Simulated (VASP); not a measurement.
Computed with MS2 meta-GGA, VASP's PBE PAW potentials (set 64) (plane waves; VASP 6.6.1).

Input for VASP

### INCAR
```
ALGO = Normal
EDIFF = 1E-7
EDIFFG = -0.01
ENCUT = 520
IBRION = 2
ISIF = 4
ISMEAR = 1
LASPH = .TRUE.
LCHARG = .FALSE.
LMAXMIX = 4
LMIXTAU = .TRUE.
LREAL = .FALSE.
LWAVE = .FALSE.
METAGGA = MS2
NELM = 100
NSW = 30
PREC = Accurate
SIGMA = 0.1
SYSTEM = Sc
```

### POSCAR
```
Sc
1
    1.6773828598    -2.9053122485     0.0000000000
    1.6773828598     2.9053122485     0.0000000000
    0.0000000000     0.0000000000     5.2374442457
Sc
2
Direct
  0.3333330000   0.6666670000   0.2500000000
  0.6666670000   0.3333330000   0.7500000000
```

File KPOINTS:
```
kpoints
0
G
  13 13 7
```

POTCAR, in this order: Sc_sv (PBE.64 set). Program: vasp_std.

Output

File OSZICAR:
```
       N       E                     dE             d eps       ncg     rms          rms(c)
DAV:   1     0.368773800726E+03    0.36877E+03   -0.10723E+04  2568   0.146E+03
DAV:   2    -0.936439082209E+01   -0.37814E+03   -0.37178E+03  3753   0.674E+02
DAV:   3    -0.317901056244E+02   -0.22426E+02   -0.21877E+02  4209   0.192E+02
DAV:   4    -0.320897620820E+02   -0.29966E+00   -0.29540E+00  3932   0.216E+01
DAV:   5    -0.320938970162E+02   -0.41349E-02   -0.41347E-02  4206   0.285E+00    0.913E+00
DAV:   6    -0.293573368778E+02    0.27366E+01   -0.88550E+00  3108   0.451E+01    0.261E+00
DAV:   7    -0.230579444122E+02    0.62994E+01   -0.82342E+00  3758   0.295E+01    0.143E+00
DAV:   8    -0.226861600815E+02    0.37178E+00   -0.92083E-01  2737   0.149E+01    0.747E-01
DAV:   9    -0.239754437408E+02   -0.12893E+01   -0.10878E+00  3905   0.901E+00    0.103E+00
DAV:  10    -0.226752889726E+02    0.13002E+01   -0.96187E-01  2569   0.714E+00    0.514E-01
DAV:  11    -0.227014961952E+02   -0.26207E-01   -0.22401E-01  3405   0.364E+00    0.320E-01
DAV:  12    -0.227028695320E+02   -0.13733E-02   -0.79355E-02  2912   0.264E+00    0.250E-01
DAV:  13    -0.227040499395E+02   -0.11804E-02   -0.21518E-03  3787   0.484E-01    0.249E-01
DAV:  14    -0.227051413632E+02   -0.10914E-02   -0.44468E-03  2779   0.707E-01    0.247E-01
DAV:  15    -0.227044407746E+02    0.70059E-03   -0.39910E-03  3632   0.613E-01    0.323E-01
DAV:  16    -0.227045489581E+02   -0.10818E-03   -0.43491E-05  3942   0.104E-01    0.324E-01
DAV:  17    -0.227045489866E+02   -0.28552E-07   -0.17937E-06  3161   0.177E-02    0.324E-01
DAV:  18    -0.227017355472E+02    0.28134E-02   -0.58196E-03  3122   0.897E-01    0.201E-01
DAV:  19    -0.226989447024E+02    0.27908E-02   -0.89602E-03  3115   0.115E+00    0.142E-01
DAV:  20    -0.227002176888E+02   -0.12730E-02   -0.64707E-04  3257   0.361E-01    0.162E-01
DAV:  21    -0.227002222725E+02   -0.45837E-05   -0.19971E-05  3608   0.751E-02    0.161E-01
DAV:  22    -0.226997833199E+02    0.43895E-03   -0.41088E-05  2857   0.725E-02    0.160E-01
DAV:  23    -0.226969752377E+02    0.28081E-02   -0.69228E-04  3108   0.311E-01    0.185E-01
DAV:  24    -0.227037151026E+02   -0.67399E-02   -0.47502E-03  3115   0.748E-01    0.241E-01
DAV:  25    -0.227048650060E+02   -0.11499E-02   -0.13836E-03  3220   0.467E-01    0.258E-01
DAV:  26    -0.227048894255E+02   -0.24419E-04   -0.22105E-05  4165   0.528E-02    0.258E-01
DAV:  27    -0.227032988475E+02    0.15906E-02   -0.36004E-03  3130   0.901E-01    0.152E-01
DAV:  28    -0.226988764816E+02    0.44224E-02   -0.90319E-03  2520   0.834E-01    0.144E-01
DAV:  29    -0.227015875262E+02   -0.27110E-02   -0.18923E-03  3128   0.397E-01    0.122E-01
DAV:  30    -0.227007573523E+02    0.83017E-03   -0.21612E-04  3298   0.160E-01    0.116E-01
DAV:  31    -0.227029561108E+02   -0.21988E-02   -0.12367E-03  2541   0.395E-01    0.960E-02
DAV:  32    -0.227046796474E+02   -0.17235E-02   -0.14769E-03  2527   0.441E-01    0.563E-02
DAV:  33    -0.227049296460E+02   -0.25000E-03   -0.10734E-04  3148   0.122E-01    0.570E-02
DAV:  34    -0.227052634393E+02   -0.33379E-03   -0.36429E-04  2520   0.199E-01    0.558E-02
DAV:  35    -0.227056542096E+02   -0.39077E-03   -0.34217E-04  2536   0.206E-01    0.440E-02
DAV:  36    -0.227057358680E+02   -0.81658E-04   -0.42182E-05  4317   0.687E-02    0.354E-02
DAV:  37    -0.227058170153E+02   -0.81147E-04   -0.26690E-05  3220   0.571E-02    0.286E-02
DAV:  38    -0.227059054313E+02   -0.88416E-04   -0.23005E-05  3185   0.581E-02    0.169E-02
DAV:  39    -0.227059665482E+02   -0.61117E-04   -0.38523E-05  2555   0.534E-02    0.746E-03
DAV:  40    -0.227059909913E+02   -0.24443E-04   -0.16948E-05  3136   0.426E-02    0.347E-03
DAV:  41    -0.227060045708E+02   -0.13579E-04   -0.12694E-06  3213   0.172E-02    0.215E-03
DAV:  42    -0.227060102069E+02   -0.56361E-05   -0.95599E-07  1995   0.948E-03    0.146E-03
DAV:  43    -0.227060113056E+02   -0.10987E-05   -0.23312E-07  2149   0.571E-03    0.954E-04
DAV:  44    -0.227060120874E+02   -0.78185E-06   -0.51913E-08  1785   0.426E-03    0.586E-04
DAV:  45    -0.227060137308E+02   -0.16434E-05   -0.31228E-07  2086   0.726E-03    0.421E-04
DAV:  46    -0.227060133739E+02    0.35687E-06   -0.32724E-08  1442   0.488E-03    0.236E-04
DAV:  47    -0.227060136645E+02   -0.29054E-06   -0.12713E-08  1414   0.320E-03    0.267E-04
DAV:  48    -0.227060138282E+02   -0.16373E-06   -0.19888E-08  1365   0.298E-03    0.201E-04
DAV:  49    -0.227060137947E+02    0.33512E-07   -0.67886E-09  1344   0.241E-03
   1 F= -.22706014E+02 E0= -.22705674E+02  d E =-.227060E+02
```

File OUTCAR:
```
------------------------ aborting loop because EDIFF is reached ----------------------------------------
  FORCE on cell =-STRESS in cart. coord.  units (eV):
  Direction    XX          YY          ZZ          XY          YZ          ZX
  --------------------------------------------------------------------------------------
  Total       -0.5136279     -0.5136278     -0.5045789      0.0000000      0.0000000      0.0000000
  in kB      -16.1207311    -16.1207301    -15.8367217      0.0000000      0.0000000      0.0000000
  external PRESSURE =     -16.0260610 kB  Pullay stress =       0.0000000 kB
  volume of cell :       51.05
      direct lattice vectors                 reciprocal lattice vectors
     1.677382860 -2.905312249  0.000000000     0.298083408 -0.172098541  0.000000000
     1.677382860  2.905312249  0.000000000     0.298083408  0.172098541  0.000000000
     0.000000000  0.000000000  5.237444246     0.000000000  0.000000000  0.190932820
 POSITION                                       TOTAL-FORCE (eV/Angst)
 -----------------------------------------------------------------------------------
      1.67738      0.96844      1.30936        -0.000000     -0.000000      0.000000
      1.67738     -0.96844      3.92808         0.000000      0.000000      0.000000
 -----------------------------------------------------------------------------------
    total drift:                               -0.000129      0.000695     -0.000014
  FREE ENERGIE OF THE ION-ELECTRON SYSTEM (eV)
  ---------------------------------------------------
  free  energy   TOTEN  =       -22.7060137947 eV

  energy  without entropy=      -22.7049935360  energy(sigma->0) =      -22.70567371

 reached required accuracy - stopping structural energy minimisation
```
(Selected blocks of OUTCAR.)

### OUTCAR
```
 val. band max:        3.5412182935   @ k =   0.3077   0.2308   0.4286

 cond. band min:       3.5484569438   @ k =   0.2308   0.0769   0.2857


 Fermi energy:         3.5464391152

 k-point     1 :       0.0000    0.0000    0.0000
  band No.  band energies     occupation
      1     -48.3734      2.00000
      2     -48.3190      2.00000
      3     -25.8196      2.00000
      4     -25.5227      2.00000
      5     -25.5225      2.00000
      6     -25.4666      2.00000
      7     -25.4664      2.00000
      8     -25.4521      2.00000
      9      -1.7731      2.00000
     10       1.9411      2.00000
     11       3.8854     -0.00002
     12       5.3901     -0.00000
     13       5.3903     -0.00000
     14       5.5707      0.00000
     15       5.8209      0.00000

 k-point     2 :       0.0769    0.0000    0.0000
  band No.  band energies     occupation
      1     -48.3713      2.00000
      2     -48.3183      2.00000
      3     -25.8131      2.00000
      4     -25.5351      2.00000
      5     -25.5271      2.00000
      6     -25.4797      2.00000
      7     -25.4682      2.00000
      8     -25.4552      2.00000
      9      -1.6454      2.00000
     10       2.0460      2.00000
     11       3.8039     -0.00165
     12       5.1328     -0.00000
     13       5.4812     -0.00000
     14       5.7154      0.00000
     15       5.7675      0.00000

 k-point     3 :       0.1538    0.0000    0.0000
  band No.  band energies     occupation
      1     -48.3653      2.00000
      2     -48.3164      2.00000
      3     -25.7942      2.00000
      4     -25.5697      2.00000
      5     -25.5386      2.00000
      6     -25.5154      2.00000
      7     -25.4729      2.00000
      8     -25.4643      2.00000
      9      -1.2717      2.00000
     10       2.3329      2.00000
     11       3.6043      0.17918
     12       4.7042     -0.00000
     13       5.5106     -0.00000
     14       5.7460      0.00000
     15       5.7476      0.00000
...
```

The compound is Sc in the hcp structure. This cell is one point of a volume scan, at 1.03 of the reference volume.
